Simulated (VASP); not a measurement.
Output of a VASP run:

**OSZICAR**
```
       N       E                     dE             d eps       ncg     rms          rms(c)
DAV:   1     0.724319082022E+02    0.72432E+02   -0.31065E+03   400   0.553E+02
DAV:   2     0.185695676309E+01   -0.70575E+02   -0.66878E+02   626   0.122E+02
DAV:   3    -0.494944843629E+01   -0.68064E+01   -0.66593E+01   566   0.507E+01
DAV:   4    -0.507816208271E+01   -0.12871E+00   -0.12663E+00   488   0.633E+00
DAV:   5    -0.508141075605E+01   -0.32487E-02   -0.32371E-02   560   0.754E-01    0.753E+00
DAV:   6    -0.507412632330E+01    0.72844E-02   -0.85969E-03   456   0.564E-01    0.451E+00
DAV:   7    -0.507314714573E+01    0.97918E-03   -0.15321E-02   448   0.792E-01    0.908E-02
DAV:   8    -0.507315921296E+01   -0.12067E-04   -0.83246E-04   510   0.193E-01    0.268E-02
DAV:   9    -0.507321228657E+01   -0.53074E-04   -0.41108E-05   540   0.433E-02    0.140E-02
DAV:  10    -0.507325635282E+01   -0.44066E-04   -0.19040E-05   482   0.256E-02    0.436E-03
DAV:  11    -0.507328211203E+01   -0.25759E-04   -0.74686E-06   574   0.135E-02    0.261E-03
DAV:  12    -0.507330578944E+01   -0.23677E-04   -0.50991E-06   476   0.898E-03    0.164E-03
DAV:  13    -0.507331848000E+01   -0.12691E-04   -0.29606E-06   556   0.572E-03    0.118E-03
DAV:  14    -0.507332506218E+01   -0.65822E-05   -0.22700E-06   532   0.490E-03    0.938E-04
DAV:  15    -0.507332578434E+01   -0.72216E-06   -0.11367E-07   306   0.151E-03
   1 F= -.50733258E+01 E0= -.50643258E+01  d E =-.180000E-01
```

### OUTCAR
```
------------------------ aborting loop because EDIFF is reached ----------------------------------------
  FORCE on cell =-STRESS in cart. coord.  units (eV):
  Direction    XX          YY          ZZ          XY          YZ          ZX
  --------------------------------------------------------------------------------------
  Total        3.5790980      4.5925746      2.9022958      0.1494626      1.0811225     -0.3027083
  in kB       33.8510798     43.4365332     27.4498906      1.4136163     10.2252479     -2.8630126
  external PRESSURE =      34.9125012 kB  Pullay stress =       0.0000000 kB
  volume of cell :      169.40
      direct lattice vectors                 reciprocal lattice vectors
     3.585627000  0.000000000  0.000000000     0.278891251  0.161017898  0.000000000
    -1.792813000  3.105244000  0.000000000     0.000000000  0.322035885  0.000000000
     0.000000000  0.000000000 15.214259000     0.000000000  0.000000000  0.065727815
 POSITION                                       TOTAL-FORCE (eV/Angst)
 -----------------------------------------------------------------------------------
      1.78683      1.05065      8.24032        -0.238971      0.853591      2.297042
      0.00598      2.05460      6.97394         0.238971     -0.853591     -2.297042
 -----------------------------------------------------------------------------------
    total drift:                                0.000000      0.000000     -0.000000
  FREE ENERGIE OF THE ION-ELECTRON SYSTEM (eV)
  ---------------------------------------------------
  free  energy   TOTEN  =        -5.0733257843 eV

  energy  without entropy=       -5.0553258150  energy(sigma->0) =       -5.06432580
```
(Selected blocks of OUTCAR.)

POSCAR:
```
Se
1
    3.5856270000     0.0000000000     0.0000000000
   -1.7928130000     3.1052440000     0.0000000000
    0.0000000000     0.0000000000    15.2142590000
Se
2
Direct
  0.6675040000   0.3383460000   0.5416180000
  0.3324960000   0.6616540000   0.4583820000
```

Task: Write an INCAR and KPOINTS that could have produced this output.

Result: Several could match; the one computed here: the input of the run itself, PBE GGA, plane waves, VASP's PBE PAW potentials (set 64).

**INCAR**
```
LASPH  =  .TRUE.   # aspherical one-centre terms
LREAL  =  .FALSE.
NELM  =  100   # most electronic steps
LCHARG  =  .FALSE.
ENCUT  =  300   # plane-wave cut-off (eV)
LMAXMIX  =  4
ISIF  =  2   # forces and stress, cell fixed
ALGO  =  Normal   # blocked Davidson
GGA  =  PE   # PBE
LWAVE  =  .FALSE.
SIGMA  =  0.1   # width (eV)
PREC  =  Accurate
SYSTEM  =  Se
EDIFF  =  1E-6
ISMEAR  =  0
```

File KPOINTS:
```
K-points
0
G
  6 6 1
0 0 0
```

POTCAR, in this order: Se (PBE.64 set). Program: vasp_std.

The cell holds a wide vacuum, so values per volume refer to the whole cell.

The cell is a sheet with vacuum, built from a generated structure.
